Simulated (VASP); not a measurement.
Output of a VASP run:

### OSZICAR
```
       N       E                     dE             d eps       ncg     rms          rms(c)
DAV:   1     0.235463460250E+03    0.23546E+03   -0.18387E+04   800   0.161E+03
DAV:   2    -0.360643478517E+02   -0.27153E+03   -0.25864E+03  1060   0.410E+02
DAV:   3    -0.470120123571E+02   -0.10948E+02   -0.10911E+02   964   0.813E+01
DAV:   4    -0.474371525698E+02   -0.42514E+00   -0.42416E+00  1412   0.132E+01
DAV:   5    -0.474393157746E+02   -0.21632E-02   -0.21631E-02   932   0.901E-01    0.832E+00
DAV:   6    -0.378500376554E+02    0.95893E+01   -0.45914E+00  1056   0.201E+01    0.302E+00
DAV:   7    -0.360089300975E+02    0.18411E+01   -0.16241E+00  1008   0.143E+01    0.218E+00
DAV:   8    -0.397645742670E+02   -0.37556E+01   -0.89625E-01   980   0.106E+01    0.103E+00
DAV:   9    -0.353972613042E+02    0.43673E+01   -0.85661E-01   900   0.723E+00    0.123E+00
DAV:  10    -0.361572255650E+02   -0.75996E+00   -0.31766E-01   892   0.463E+00    0.240E-01
DAV:  11    -0.361844384361E+02   -0.27213E-01   -0.64701E-03  1224   0.652E-01    0.265E-01
DAV:  12    -0.362427508406E+02   -0.58312E-01   -0.38879E-02   840   0.216E+00    0.250E-01
DAV:  13    -0.362422382357E+02    0.51260E-03   -0.82564E-03   888   0.105E+00    0.174E-01
DAV:  14    -0.362459218278E+02   -0.36836E-02   -0.54263E-04   972   0.245E-01    0.173E-01
DAV:  15    -0.362472927244E+02   -0.13709E-02   -0.10287E-03   920   0.398E-01    0.654E-02
DAV:  16    -0.362471810423E+02    0.11168E-03   -0.42705E-04   936   0.246E-01    0.386E-02
DAV:  17    -0.362472822164E+02   -0.10117E-03   -0.50463E-05  1024   0.881E-02    0.332E-02
DAV:  18    -0.362472664671E+02    0.15749E-04   -0.18260E-05  1124   0.339E-02    0.197E-02
DAV:  19    -0.362472607275E+02    0.57395E-05   -0.14884E-05  1384   0.362E-02    0.408E-03
DAV:  20    -0.362472723377E+02   -0.11610E-04   -0.36741E-06   916   0.209E-02    0.321E-03
DAV:  21    -0.362472725494E+02   -0.21177E-06   -0.19871E-07   732   0.516E-03    0.227E-03
DAV:  22    -0.362472733096E+02   -0.76019E-06   -0.75482E-07  1228   0.768E-03    0.569E-04
DAV:  23    -0.362472734716E+02   -0.16197E-06   -0.60103E-08   628   0.254E-03    0.700E-04
DAV:  24    -0.362472734633E+02    0.83278E-08   -0.91476E-09   552   0.679E-04
   1 F= -.36247273E+02 E0= -.36247273E+02  d E =-.146592E-22
```

### OUTCAR
```
------------------------ aborting loop because EDIFF is reached ----------------------------------------
  FORCE on cell =-STRESS in cart. coord.  units (eV):
  Direction    XX          YY          ZZ          XY          YZ          ZX
  --------------------------------------------------------------------------------------
  Total        2.0735197      2.0735197      2.0735197     -0.0000000      0.0000000     -0.0000000
  in kB       57.0564499     57.0564499     57.0564499     -0.0000000      0.0000000     -0.0000000
  external PRESSURE =      57.0564499 kB  Pullay stress =       0.0000000 kB
  volume of cell :       58.23
      direct lattice vectors                 reciprocal lattice vectors
     3.875889035  0.000000000  0.000000000     0.258005322  0.000000000  0.000000000
     0.000000000  3.875889035  0.000000000     0.000000000  0.258005322  0.000000000
     0.000000000  0.000000000  3.875889035     0.000000000  0.000000000  0.258005322
 POSITION                                       TOTAL-FORCE (eV/Angst)
 -----------------------------------------------------------------------------------
      0.00000      0.00000      0.00000         0.000000      0.000000      0.000000
      1.93794      1.93794      1.93794         0.000000      0.000000      0.000000
      1.93794      0.00000      1.93794         0.000000      0.000000      0.000000
      0.00000      1.93794      1.93794         0.000000      0.000000      0.000000
      1.93794      1.93794      0.00000         0.000000      0.000000      0.000000
 -----------------------------------------------------------------------------------
    total drift:                                0.000000      0.000000     -0.000000
  FREE ENERGIE OF THE ION-ELECTRON SYSTEM (eV)
  ---------------------------------------------------
  free  energy   TOTEN  =       -36.2472734633 eV

  energy  without entropy=      -36.2472734633  energy(sigma->0) =      -36.24727346
```
(Selected blocks of OUTCAR.)

**POSCAR**
```
KMgF3
1
    3.8758890353     0.0000000000     0.0000000000
    0.0000000000     3.8758890353     0.0000000000
    0.0000000000     0.0000000000     3.8758890353
K Mg F
1 1 3
Direct
  0.0000000000   0.0000000000   0.0000000000
  0.5000000000   0.5000000000   0.5000000000
  0.5000000000   0.0000000000   0.5000000000
  0.0000000000   0.5000000000   0.5000000000
  0.5000000000   0.5000000000   0.0000000000
```

### Question
Write an INCAR and KPOINTS that could have produced this output.

### Answer
One answer among several that fit: the input of the run itself, r2SCAN+rVV10, plane waves, VASP's PBE PAW potentials (set 64).

### KPOINTS
```
Regular mesh
0
gamma
  6 6 6
0 0 0
```

**INCAR**
```
# general
SYSTEM   = KMgF3
PREC     = Accurate
ENCUT    = 520   # plane-wave cut-off (eV)
LREAL    = .FALSE.
LASPH    = .TRUE.   # aspherical one-centre terms

# electronic loop
EDIFF    = 1E-7   # SCF stop (eV)
NELM     = 100   # most electronic steps
ALGO     = Normal
LMIXTAU  = .TRUE.

# smearing
ISMEAR   = 0   # Gaussian
SIGMA    = 0.05

# functional
METAGGA  = R2SCAN
LUSE_VDW = .TRUE.
BPARAM   = 11.95
CPARAM   = 0.0093

# ions
ISIF     = 2   # forces and stress, cell fixed

# output
LWAVE    = .FALSE.
LCHARG   = .FALSE.
```

POTCAR, in this order: K_sv Mg F (PBE.64 set). Program: vasp_std.

The compound is KMgF3 in the cubic perovskite structure. This cell is one point of a volume scan, at 0.94 of the reference volume.
